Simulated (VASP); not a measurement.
**O3WF2H2: single point with PBE**

O3WF2H2, in a box:

```
CELL_PARAMETERS angstrom
13.00000 0.00000 0.00000
0.00000 13.00000 0.00000
0.00000 0.00000 13.00000
ATOMIC_POSITIONS crystal
O 0.37682 0.43650 0.62542
O 0.59288 0.47527 0.58820
O 0.47547 0.37750 0.45051
W 0.45711 0.49019 0.53950
F 0.38323 0.55017 0.43077
F 0.46924 0.62573 0.58332
H 0.62518 0.40913 0.59453
H 0.49661 0.37840 0.37981
```

| Property | Result |
| --- | --- |
| Program | VASP 6.6.1 |
| Task | single point |
| Functional | PBE |
| Potentials or basis | VASP PAW PBE potentials, release 64 (O, W_sv, F, H) |
| Cutoff | 520 eV |
| k mesh | 1 × 1 × 1 |
| Occupations | gaussian, width 0.01 eV |
| Spin | no spin polarisation |

| Property | Result |
| --- | --- |
| Largest force | 1.934 eV/Å |
| Gap between the frontier levels | 4.14 eV |

Forces on the atoms (eV/Å):
```
O   -1.211 -0.808  1.274
O    0.404  0.418  0.205
O   -0.108 -0.601  0.107
W    0.857  0.183 -0.731
F   -0.484  0.378 -0.673
F    0.084  0.922  0.317
H    0.280 -0.493  0.055
H    0.179  0.002 -0.554
```

Levels at points of the mesh, in eV from the valence-band top:
```csv
k point,band 20,band 21,band 22,band 23,band 24,band 25,band 26,band 27,band 28,band 29
"(0.00, 0.00, 0.00)",-1.32,-1.09,-0.61,-0.47,0.00,4.14,5.59,6.01,6.72,7.11
```

Wall time 5 min on 1 thread of Intel(R) Xeon(R) Platinum 8259CL CPU @ 2.50GHz (Skylake/Cascade Lake) (shared host), peak memory 1.6 GiB.

Caveat: spin-orbit coupling is left out, which moves the levels of the heavy elements.
